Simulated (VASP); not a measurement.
```
Sn
1.0
   -2.95270     2.95270     1.60347
    2.95270    -2.95270     1.60347
    2.95270     2.95270    -1.60347
Sn
2
Cartesian
  2.95270   0.00000   0.80173
  0.00000   0.00000   0.00000
```

Computed with PBE GGA with D3 dispersion (Becke-Johnson damping), VASP's PBE PAW potentials (set 64) (plane waves; VASP 6.6.1). Numerical set-up: 520 eV cut-off, 13×13×13 Γ-centred mesh, first-order Methfessel-Paxton smearing of 0.10 eV, potentials Sn_d.

### Question
Give the stress tensor in GPa (positive for a compressed cell).

### Answer

```
-1.51   0.00   0.00
 0.00  -1.51   0.00
 0.00   0.00  -1.45
```
The pressure is its mean diagonal, -1.49 GPa.

The compound is Sn in the beta structure. This cell is one point of a volume scan, at 1.03 of the reference volume.
